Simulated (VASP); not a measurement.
Consider the following.

```
CELL_PARAMETERS angstrom
     -1.53838     1.53838     1.53838
      1.53838    -1.53838     1.53838
      1.53838     1.53838    -1.53838
ATOMIC_POSITIONS crystal
  Mo 0.00000 0.00000 0.00000
```

These are PBE GGA with D4 dispersion, VASP's PBE PAW potentials (set 64) (plane waves; VASP) values and carry that method's errors. Settings: 520 eV cut-off, 16×16×16 Γ-centred mesh, first-order Methfessel-Paxton smearing of 0.10 eV, potentials Mo_sv.

Question: Give the stress tensor in GPa (positive for a compressed cell).

Answer: 
```
18.67   0.00   0.00
 0.00  18.67   0.00
 0.00   0.00  18.67
```
The pressure is its mean diagonal, 18.67 GPa.

The compound is Mo in the bcc structure. This cell is one point of a volume scan, at 0.94 of the reference volume.
